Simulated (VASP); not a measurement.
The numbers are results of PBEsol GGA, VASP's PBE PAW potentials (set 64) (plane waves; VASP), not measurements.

The input files of a VASP run:

**KPOINTS**
```
k-points along high-symmetry lines
12
Line-mode
Reciprocal
  0.000000   0.000000   0.000000 ! GAMMA
  0.000000   0.000000  -0.500000 ! T

  0.000000   0.000000  -0.500000 ! T
 -0.328125   0.328125  -0.500000 ! H_2

 -0.343750   0.328125  -0.187500 ! H_0
  0.000000   0.500000   0.500000 ! L

  0.000000   0.500000   0.500000 ! L
  0.000000   0.000000   0.000000 ! GAMMA

  0.000000   0.000000   0.000000 ! GAMMA
 -0.335938   0.335938   0.000000 ! S_0

 -0.335938   0.328125  -0.343750 ! S_2
 -0.500000   0.000000  -1.000000 ! F

 -0.500000   0.000000  -1.000000 ! F
  0.000000   0.000000   0.000000 ! GAMMA
```

### INCAR
```
GGA  =  PS
LASPH  =  T
NELM  =  100   # most electronic steps
ALGO  =  Normal   # blocked Davidson
SIGMA  =  0.05
ICHARG  =  11
LREAL  =  F
ENCUT  =  400
LWAVE  =  F
SYSTEM  =  Cd4S2Se2
PREC  =  Accurate
EDIFF  =  1E-7   # SCF stop (eV)
LMAXMIX  =  4   # l cut-off of mixed one-centre charges
LORBIT  =  11   # lm-projected
LCHARG  =  F
ISMEAR  =  0
```

File POSCAR:
```
Cd4S2Se2
1
    0.0000000000     2.9754824831     2.9754824831
    2.9754824831     0.0000000000     2.9754824831
   11.9126430841    11.9126430841    -0.0107131515
Cd Se S
4 2 2
Direct
  0.0138685863   0.0138685863   0.9895985603
  0.0004497691   0.0004497691   0.2496626732
  0.9864918411   0.9864918411   0.5101311192
  0.9998059760   0.9998059760   0.7501455179
  0.2546197497   0.2546197497   0.0590351877
  0.2417460104   0.2417460104   0.3186904922
  0.2450135662   0.2450135662   0.5662398253
  0.2580045011   0.2580045011   0.8064966242
```

POTCAR, in this order: Cd Se S (PBE.64 set). Program: vasp_std. Read from the step before: CHGCAR.

What VASP printed:

### OSZICAR
```
       N       E                     dE             d eps       ncg     rms          rms(c)
DAV:   1     0.448611238204E+03    0.44861E+03   -0.30793E+04  7232   0.124E+03
DAV:   2     0.492358416107E+01   -0.44369E+03   -0.43556E+03  8121   0.340E+02
DAV:   3    -0.217685965242E+02   -0.26692E+02   -0.26505E+02  8357   0.810E+01
DAV:   4    -0.221268214843E+02   -0.35822E+00   -0.35745E+00  8204   0.859E+00
DAV:   5    -0.221329584512E+02   -0.61370E-02   -0.61343E-02  8417   0.103E+00
DAV:   6    -0.221331256960E+02   -0.16724E-03   -0.16722E-03  8208   0.160E-01
DAV:   7    -0.221331324246E+02   -0.67286E-05   -0.67278E-05  8436   0.276E-02
DAV:   8    -0.221331327289E+02   -0.30426E-06   -0.30429E-06  6802   0.519E-03
DAV:   9    -0.221331327454E+02   -0.16555E-07   -0.16498E-07  5765   0.117E-03
   1 F= -.22133133E+02 E0= -.22133133E+02  d E =-.291685E-15
```

### OUTCAR
```
 val. band max:        1.1859644552   @ k =   0.0000   0.0000   0.0000

 cond. band min:       1.7421016178   @ k =   0.0000   0.0000   0.0000



 k-point     1 :       0.0000    0.0000    0.0000
  band No.  band energies     occupation
      1     -11.4978      2.00000
      2     -11.2924      2.00000
      3     -11.2867      2.00000
      4     -11.0720      2.00000
      5      -6.8491      2.00000
      6      -6.8491      2.00000
      7      -6.8190      2.00000
      8      -6.7783      2.00000
      9      -6.7783      2.00000
     10      -6.7080      2.00000
     11      -6.7080      2.00000
     12      -6.6609      2.00000
     13      -6.6609      2.00000
     14      -6.5858      2.00000
     15      -6.5755      2.00000
     16      -6.4142      2.00000
     17      -6.4142      2.00000
     18      -6.3899      2.00000
     19      -6.3899      2.00000
     20      -6.3433      2.00000
     21      -6.3433      2.00000
     22      -6.3230      2.00000
     23      -6.3230      2.00000
     24      -6.0422      2.00000
     25      -3.4673      2.00000
     26      -1.6348      2.00000
     27      -1.6307      2.00000
     28       0.0871      2.00000
     29       0.0871      2.00000
     30       0.4631      2.00000
     31       0.4631      2.00000
     32       0.7947      2.00000
     33       0.7948      2.00000
     34       0.9861      2.00000
     35       1.1859      2.00000
     36       1.1860      2.00000
     37       1.7421      0.00000
     38       3.3375      0.00000
     39       3.4775      0.00000
     40       3.7435      0.00000
     41       6.8844      0.00000
     42       7.0450      0.00000
     43       7.1583      0.00000

 k-point     2 :       0.0000    0.0000   -0.0455
  band No.  band energies     occupation
      1     -11.4973      2.00000
      2     -11.3041      2.00000
      3     -11.2750      2.00000
      4     -11.0725      2.00000
      5      -6.8490      2.00000
      6      -6.8490      2.00000
...
```

The density is held fixed in this step, so its total energy and stress have no physical meaning.

The structure was generated: Cd4S2Se2 was put into an ordered model structure (R3m), which need not be its known phase. It was relaxed first.
